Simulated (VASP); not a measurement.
# TaW7S16 (a cell with a defect) (Tungstenite) in VASP: notebook

One crystal, TaW7S16 (a cell with a defect) (Tungstenite), is run at these levels: PBE; tasks: single point.

Program: VASP 6.6.1. These are calculated values, not measurements. Logs are shortened: lines on timing, memory, paths and dates and some standing lists are left out, and cuts for length are marked.

## Step 1: Starting point

The cell holds a defect, 24 atoms: a = 6.360 Å, b = 6.360 Å, c = 12.500 Å, α = 90.00°, β = 90.00°, γ = 120.00°.

## Step 2: Single point, PBE

Input file INCAR:

```
SYSTEM = TaW7S16
PREC = Accurate
ENCUT = 520
EDIFF = 1E-7
ISMEAR = -1
SIGMA = 0.01
LREAL = Auto
LASPH = .True.
NELM = 100
ALGO = Fast
ISIF = 2
LWAVE = .False.
LCHARG = .False.
GGA = PE
NELECT = 204.0
NBANDS = 120
```

Input file KPOINTS:

```
Automatic mesh
0
Gamma
  4 4 2
  0 0 0
```

Input file POSCAR:

```
TaW7S16
1.0
    6.3600000000      0.0000000000      0.0000000000
   -3.1800000000      5.5079215680      0.0000000000
    0.0000000000      0.0000000000     12.5000000000
Ta W S
1 7 16
Direct
    0.1666666667      0.3333333333      0.2500000000
    0.1677729915      0.8338864958      0.2500000000
    0.6661135042      0.3322270085      0.2500000000
    0.6661135042      0.8338864958      0.2500000000
    0.3333301469      0.1666698531      0.7500000000
    0.3333301469      0.6666602938      0.7500000000
    0.8333397062      0.1666698531      0.7500000000
    0.8333333333      0.6666666667      0.7500000000
    0.1666666667      0.3333333333      0.6249249998
    0.1667687940      0.8333843970      0.6249460964
    0.6666156030      0.3332312060      0.6249460964
    0.6666156030      0.8333843970      0.6249460964
    0.3353031758      0.1646968242      0.1235507690
    0.3353031758      0.6706063516      0.1235507690
    0.8293936484      0.1646968242      0.1235507690
    0.8333333333      0.6666666667      0.1250122551
    0.1666666667      0.3333333333      0.8750750002
    0.1667687940      0.8333843970      0.8750539036
    0.6666156030      0.3332312060      0.8750539036
    0.6666156030      0.8333843970      0.8750539036
    0.3353031758      0.1646968242      0.3764492310
    0.3353031758      0.6706063516      0.3764492310
    0.8293936484      0.1646968242      0.3764492310
    0.8333333333      0.6666666667      0.3749877449
```

Potentials or basis: VASP PAW PBE potentials, release 64 (Ta_pv, W_sv, S).

Launch:

```
> cat potpaw_PBE.64/Ta_pv/POTCAR potpaw_PBE.64/W_sv/POTCAR potpaw_PBE.64/S/POTCAR > POTCAR
> mpirun -np 1 vasp_std > vasp.out
```

OUTCAR:

```text
SYSTEM = TaW7S16
   PREC = Accurate
   ENCUT = 520
   EDIFF = 1E-7
   ISMEAR = -1
   LREAL = Auto
   LASPH = .True.
   NELM = 100
   ISIF = 2
   GGA = PE
   NELECT = 204.0

 ion  position               nearest neighbor table
   1  0.167  0.333  0.250-  13 2.44  21 2.44  14 2.44  22 2.44  15 2.44  23 2.44   2 3.18   3 3.18
                             4 3.18   4 3.18   2 3.18   3 3.18
   2  0.168  0.834  0.250-  13 2.41  21 2.41  14 2.41  22 2.41  16 2.42  24 2.42   3 3.17   4 3.17
                             1 3.18   1 3.18   3 3.19   4 3.19
   3  0.666  0.332  0.250-  13 2.41  21 2.41  15 2.41  23 2.41  16 2.42  24 2.42   2 3.17   4 3.17
                             1 3.18   1 3.18   4 3.19   2 3.19
   4  0.666  0.834  0.250-  15 2.41  23 2.41  22 2.41  14 2.41  16 2.42  24 2.42   3 3.17   2 3.17
                             1 3.18   1 3.18   3 3.19   2 3.19
   5  0.333  0.167  0.750-  10 2.41  18 2.41  11 2.41  19 2.41   9 2.41  17 2.41   6 3.18   7 3.18
                             8 3.18   8 3.18   6 3.18   7 3.18
   6  0.333  0.667  0.750-  12 2.41  20 2.41  18 2.41  10 2.41   9 2.41  17 2.41   5 3.18   7 3.18
                             8 3.18   8 3.18   5 3.18   7 3.18
   7  0.833  0.167  0.750-  12 2.41  20 2.41  19 2.41  11 2.41   9 2.41  17 2.41   6 3.18   5 3.18
                             8 3.18   8 3.18   6 3.18   5 3.18
   8  0.833  0.667  0.750-  12 2.41  20 2.41  19 2.41  11 2.41  10 2.41  18 2.41   7 3.18   6 3.18
                             5 3.18   5 3.18   7 3.18   6 3.18
   9  0.167  0.333  0.625-   5 2.41   6 2.41   7 2.41
  10  0.167  0.833  0.625-   5 2.41   6 2.41   8 2.41
  11  0.667  0.333  0.625-   5 2.41   7 2.41   8 2.41
  12  0.667  0.833  0.625-   7 2.41   6 2.41   8 2.41
  13  0.335  0.165  0.124-   2 2.41   3 2.41   1 2.44
  14  0.335  0.671  0.124-   4 2.41   2 2.41   1 2.44
[... 8 lines left out ...]
  23  0.829  0.165  0.376-   4 2.41   3 2.41   1 2.44
  24  0.833  0.667  0.375-   3 2.42   4 2.42   2 2.42

  LATTYP: Found a hexagonal cell.
 ALAT       =     6.3600000000
 C/A-ratio  =     1.9654088050

  Lattice vectors:

 A1 = (   6.3600000000,   0.0000000000,   0.0000000000)
 A2 = (  -3.1800000000,   5.5079215680,   0.0000000000)
 A3 = (   0.0000000000,   0.0000000000,  12.5000000000)

Analysis of symmetry for initial positions (statically):
=====================================================================
 Subroutine PRICEL returns:
 Original cell was already a primitive cell.

 Routine SETGRP: Setting up the symmetry group for a
 hexagonal supercell.

 Subroutine GETGRP returns: Found 12 space group operations
 (whereof  2 operations were pure point group operations)
 out of a pool of 24 trial point group operations.

The static configuration has the point symmetry C_1h.
 The point group associated with its full space group is D_3h.

Analysis of symmetry for dynamics (positions and initial velocities):
=====================================================================
 Subroutine PRICEL returns:
 Original cell was already a primitive cell.

 Routine SETGRP: Setting up the symmetry group for a
 hexagonal supercell.

 Subroutine GETGRP returns: Found 12 space group operations
 (whereof  2 operations were pure point group operations)
 out of a pool of 24 trial point group operations.

The dynamic configuration has the point symmetry C_1h.
 The point group associated with its full space group is D_3h.

 Subroutine INISYM returns: Found 12 space group operations
 (whereof  2 operations are pure point group operations),
 and found     1 'primitive' translations

----------------------------------------------------------------------------------------

                                     Primitive cell

  volume of cell :     437.8798

  direct lattice vectors                    reciprocal lattice vectors
     6.360000000  0.000000000  0.000000000     0.157232704  0.090778344  0.000000000
    -3.180000000  5.507921568  0.000000000     0.000000000  0.181556688  0.000000000
     0.000000000  0.000000000 12.500000000     0.000000000  0.000000000  0.080000000

  length of vectors
     6.360000000  6.360000000 12.500000000     0.181556688  0.181556688  0.080000000

  position of ions in fractional coordinates (direct lattice)
     0.166666667  0.333333333  0.250000000
     0.167772992  0.833886496  0.250000000
     0.666113504  0.332227008  0.250000000
     0.666113504  0.833886496  0.250000000
     0.333330147  0.166669853  0.750000000
     0.333330147  0.666660294  0.750000000
[... 16 lines left out ...]
     0.829393648  0.164696824  0.376449231
     0.833333333  0.666666667  0.374987745

  ion indices of the primitive-cell ions
   primitive index   ion index
                 1           1
                 2           2
                 3           3
                 4           4
                 5           5
                 6           6
[... 16 lines left out ...]
                23          23
                24          24

----------------------------------------------------------------------------------------

 KPOINTS: Automatic mesh

Automatic generation of k-mesh.
 Grid dimensions read from file:
 generate k-points for:    4    4    2

 Generating k-lattice:

  Cartesian coordinates                     Fractional coordinates (reciprocal lattice)
     0.039308176  0.022694586  0.000000000     0.250000000  0.000000000  0.000000000
     0.000000000  0.045389172  0.000000000     0.000000000  0.250000000  0.000000000
     0.000000000  0.000000000  0.040000000     0.000000000  0.000000000  0.500000000

  Length of vectors
     0.045389172  0.045389172  0.040000000

  Shift w.r.t. Gamma in fractional coordinates (k-lattice)
     0.000000000  0.000000000  0.000000000

 Subroutine IBZKPT returns following result:
 ===========================================

 Found      8 irreducible k-points:

 Following reciprocal coordinates:
            Coordinates               Weight
  0.000000  0.000000  0.000000      1.000000
  0.250000  0.000000  0.000000      6.000000
  0.500000  0.000000  0.000000      3.000000
  0.250000  0.250000  0.000000      6.000000
  0.000000  0.000000  0.500000      1.000000
  0.250000  0.000000  0.500000      6.000000
  0.500000  0.000000  0.500000      3.000000
  0.250000  0.250000  0.500000      6.000000
   k-points           NKPTS =      8   k-points in BZ     NKDIM =      8   number of bands    NBANDS=    120
   number of dos      NEDOS =    301   number of ions     NIONS =     24
   total plane-waves  NPLWV = 221184
   dimension x,y,z NGX =    48 NGY =   48 NGZ =   96
   dimension x,y,z NGXF=    96 NGYF=   96 NGZF=  192
   ions per type =               1   7  16
   NGX,Y,Z   is equivalent  to a cutoff of  12.55, 12.55, 12.77 a.u.
   NGXF,Y,Z  is equivalent  to a cutoff of  25.09, 25.09, 25.54 a.u.
 SYSTEM =  TaW7S16
   PREC   = accura    normal or accurate (medium, high low for compatibility)
   ISTART =      0    job   : 0-new  1-cont  2-samecut
   ICHARG =      2    charge: 1-file 2-atom 10-const
   ISPIN  =      1    spin polarized calculation?
   LNONCOLLINEAR =      F non collinear calculations
   LSORBIT =      F    spin-orbit coupling
   LASPH  =      T    aspherical Exc in radial PAW
   ENCUT  =  520.0 eV  38.22 Ry    6.18 a.u.  11.83 11.83 23.24*2*pi/ulx,y,z
   NELM   =    100;   NELMIN=  2; NELMDL= -5     # of ELM steps
   EDIFF  = 0.1E-06   stopping-criterion for ELM
   LREAL  =      T    real-space projection
   EDIFFG = 0.1E-05   stopping-criterion for IOM
   NSW    =      0    number of steps for IOM
   IBRION =     -1    ionic relax: 0-MD 1-quasi-New 2-CG
   NFREE  =      0    steps in history (QN), initial steepest desc. (CG)
   ISIF   =      2    stress and relaxation
   ISYM   =      2    0-nonsym 1-usesym 2-fastsym
   POTIM  = 0.5000    time-step for ionic-motion
   TEBEG  =    0.0;   TEEND  =   0.0 temperature during run
   PSTRESS=    0.0 pullay stress
   NELECT =     204.0000    total number of electrons
   NUPDOWN=      -1.0000    fix difference up-down
   EMIN   =  10.00;   EMAX   =-10.00  energy-range for DOS
   EFERMI =   0.00;   METHOD = LEGACY
   ISMEAR =    -1;   SIGMA  =   0.01  broadening in eV -4-tet -1-fermi 0-gaus
   EFERMI_NEDOS =   21; number of points for ismear=-14 and -15
   IALGO  =     68    algorithm
   IMIX   =      4    mixing-type and parameters
     AMIX     =   0.40;   BMIX     =  1.00
     AMIX_MAG =   1.60;   BMIX_MAG =  1.00
  volume/ion in A,a.u.               =      18.24       123.12
  Fermi-wavevector in a.u.,A,eV,Ry     =   1.269112  2.398274 21.914157  1.610645
  Thomas-Fermi vector in A             =   2.402171
   LORBIT       =      0    0 simple, 1 ext, 2 COOP (PROOUT), +10 PAW based schemes
   GGA     = PE    functional components
   LHFCALC =     F    Hartree Fock is set to
   AEXX    =    0.0000 exact exchange contribution
   IVDW    =     0    specifies the selected vdW correction
   LEPSILON=     F    determine dielectric tensor
   LRPA    =     F    only Hartree local field effects (RPA)
 non-spin polarized calculation
 RMM-DIIS sequential band-by-band and
  energy-cutoff  :      520.00
  volume of cell :      437.88
 maximum number of plane-waves:     11806
 NGX is ok and might be reduce to    48
   NGX = 23   NGY = 23   NGZ = 47

 number of electron     204.0000017 magnetization

 Free energy of the ion-electron system (eV)
  ---------------------------------------------------
  ext. energy  EPLUGINS =         0.00000000
  ---------------------------------------------------
  free energy    TOTEN  =      -194.93255446 eV

  energy without entropy =     -194.93082056  energy(sigma->0) =     -194.93168751

 E-fermi :   6.2590     XC(G=0): -10.7393

 val. band max:        6.0703210187   @ k =   0.2500   0.2500   0.5000
 cond. band min:       6.2752752462   @ k =   0.2500   0.0000   0.5000
 fundamental gap:      0.2049542274
 Fermi energy:         6.2590321929

 k-point     1 :       0.0000    0.0000    0.0000
  band No.  band energies     occupation
      1     -67.8287      2.00000
      2     -67.8141      2.00000
      3     -67.8093      2.00000
      4     -67.8093      2.00000
      5     -67.7810      2.00000
      6     -67.7684      2.00000
[... 106 lines left out ...]
    113       9.3704      0.00000
    114       9.3919      0.00000
[... 817 lines left out ...]
    113       9.1623      0.00000
    114       9.1735      0.00000
 [bands above 114 left out]

------------------------ aborting loop because EDIFF is reached ----------------------------------------

  FORCE on cell =-STRESS in cart. coord.  units (eV):
  Direction    XX          YY          ZZ          XY          YZ          ZX
  --------------------------------------------------------------------------------------
  -------------------------------------------------------------------------------------
  Total       -1.2331065     -1.2331065     -7.9694698      0.0000000      0.0000000      0.0000000
  in kB       -4.5118671     -4.5118671    -29.1598400      0.0000000      0.0000000      0.0000000
  external PRESSURE =     -12.7278581 kB  Pullay stress =       0.0000000 kB

 VOLUME and BASIS-vectors are now :
 -----------------------------------------------------------------------------
  energy-cutoff  :      520.00
  volume of cell :      437.88
      direct lattice vectors                 reciprocal lattice vectors
     6.360000000  0.000000000  0.000000000     0.157232704  0.090778344  0.000000000
    -3.180000000  5.507921568  0.000000000     0.000000000  0.181556688  0.000000000
     0.000000000  0.000000000 12.500000000     0.000000000  0.000000000  0.080000000

 POSITION                                       TOTAL-FORCE (eV/Angst)
 -----------------------------------------------------------------------------------
      0.00000      1.83597      3.12500         0.000000     -0.000000     -0.000000
     -1.58472      4.59298      3.12500         0.002817      0.001626     -0.000000
      3.18000      1.82988      3.12500         0.000000     -0.003253     -0.000000
      1.58472      4.59298      3.12500        -0.002817      0.001626     -0.000000
      1.58997      0.91800      9.37500        -0.000510      0.000295     -0.000000
      0.00000      3.67191      9.37500         0.000000     -0.000589     -0.000000
[... 16 lines left out ...]
      4.75121      0.90714      4.70562        -0.021081     -0.012171      0.006831
      3.18000      3.67195      4.68735         0.000000     -0.000000     -0.007284
 -----------------------------------------------------------------------------------
    total drift:                                0.000005     -0.000003      0.000000

  FREE ENERGIE OF THE ION-ELECTRON SYSTEM (eV)
  ---------------------------------------------------
  free  energy   TOTEN  =      -194.9325544621 eV

  energy  without entropy=     -194.9308205553  energy(sigma->0) =     -194.93168751
```

It took 10 min on 1 thread of Intel Xeon 6975P-C (Granite Rapids), shared host; peak memory 0.64 GiB.

Results:

```yaml
Free_energy: -194.9326 eV
Largest_force: 0.025 eV/Å
Band_gap_on_the_k_mesh: none (metal or under the smearing width)
```

Forces on the atoms (eV/Å):
```
Ta   0.000  0.000  0.000
W    0.003  0.002  0.000
W    0.000 -0.003  0.000
W   -0.003  0.002  0.000
W   -0.001  0.000  0.000
W    0.000 -0.001  0.000
W    0.001  0.000  0.000
W    0.000  0.000  0.000
S    0.000  0.000  0.000
S    0.000  0.000 -0.002
S    0.000  0.000 -0.002
S    0.000  0.000 -0.002
S    0.021 -0.012 -0.007
S    0.000  0.024 -0.007
S   -0.021 -0.012 -0.007
S    0.000  0.000  0.007
S    0.000  0.000  0.000
S    0.000  0.000  0.002
S    0.000  0.000  0.002
S    0.000  0.000  0.002
S    0.021 -0.012  0.007
S    0.000  0.024  0.007
S   -0.021 -0.012  0.007
S    0.000  0.000 -0.007
```

Levels at points of the mesh, in eV from the Fermi level:
```
           k point  band 99  band 100  band 101  band 102  band 103  band 104  band 105  band 106
(0.00, 0.00, 0.00)    -0.72     -0.72     -0.72     -0.32      0.74      2.84      2.86      2.89
(0.50, 0.00, 0.00)    -0.61     -0.61     -0.52     -0.33     -0.29      2.07      2.13      2.20
(0.00, 0.00, 0.50)    -0.73     -0.73     -0.71      0.33      0.54      2.85      2.85      2.86
(0.50, 0.00, 0.50)    -0.60     -0.60     -0.51     -0.33     -0.29      2.40      2.41      2.43
```

Caveat: the cell carries a net charge on a neutralising background, which shifts energy and pressure; the cell is charged against a uniform background, so pressure and absolute levels hang on convention. The run has no spin-orbit coupling, so splittings on Ta, W are missing.

[end of part 1 of 2]
